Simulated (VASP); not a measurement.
VASP input:

File POSCAR:
```
AuAl2
1.0
  0.0000000000   3.0000000000   3.0000000000
  3.0000000000   0.0000000000   3.0000000000
  3.0000000000   3.0000000000   0.0000000000
Al Au
2 1
Cartesian
  1.5000000000   1.5000000000   1.5000000000
  4.5000000000   4.5000000000   4.5000000000
  0.0000000000   0.0000000000   0.0000000000
```

KPOINTS:
```
Automatic mesh
0
Gamma
8 8 8
0 0 0
```

INCAR:
```
! general
SYSTEM =AuAl2
PREC   =Accurate
ENCUT  =480
LREAL  =.FALSE.
LASPH  =.TRUE.   ! aspherical one-centre terms

! electronic loop
EDIFF  =1E-6
NELM   =100
ALGO   =Normal   ! blocked Davidson
LMAXMIX=6   ! l cut-off of mixed one-centre charges

! smearing
ISMEAR =1   ! Methfessel-Paxton
SIGMA  =0.1   ! width (eV)

! functional
GGA    =PS   ! PBEsol

! ions
IBRION =2   ! conjugate gradients
NSW    =60   ! most ionic steps
ISIF   =3
EDIFFG =-0.02

! output
LWAVE  =.FALSE.
LCHARG =.FALSE.
```

POTCAR, in this order: Al Au (PBE.64 set). Program: vasp_std.

Question: Translate this PBEsol calculation to Ansatz.

Answer: One equivalent input (not run):
Ansatz 0.2 input:
```yaml
crystal:
  lattice:
    - [0.0000000, 3.0000000, 3.0000000]
    - [3.0000000, 0.0000000, 3.0000000]
    - [3.0000000, 3.0000000, 0.0000000]
  atoms:
    - { symbol: Al, position: [0.2500000, 0.2500000, 0.2500000] }
    - { symbol: Al, position: [0.7500000, 0.7500000, 0.7500000] }
    - { symbol: Au, position: [0.0000000, 0.0000000, 0.0000000] }
kpoints:
  mp_grid: { grid: [8, 8, 8] }
hamiltonian:
  xc: pbesol
  pseudopotentials: { kind: paw }
scf:
  occupations: { method: methfessel_paxton, width: 0.1 }
  max_iter: 100
relax:
  max_steps: 60
  f_tol: 0.02
  cell: {}
output: { forces: true, stress: true, eigenvalues: true }
```
The two are equivalent in intent, not identical: each code has its own PAW files, so the cut-off isn't converted (ENCUT is set for VASP's; basis.ecutwfc is left out, and Ansatz then takes the one that its files recommend); Ansatz stops its SCF on the density residual and VASP on the energy change (EDIFF).

The compound is AuAl2 in the fluorite structure. This run relaxes it. Symmetry was kept, so distortions that lower it aren't found. The start is the result of an earlier pass.
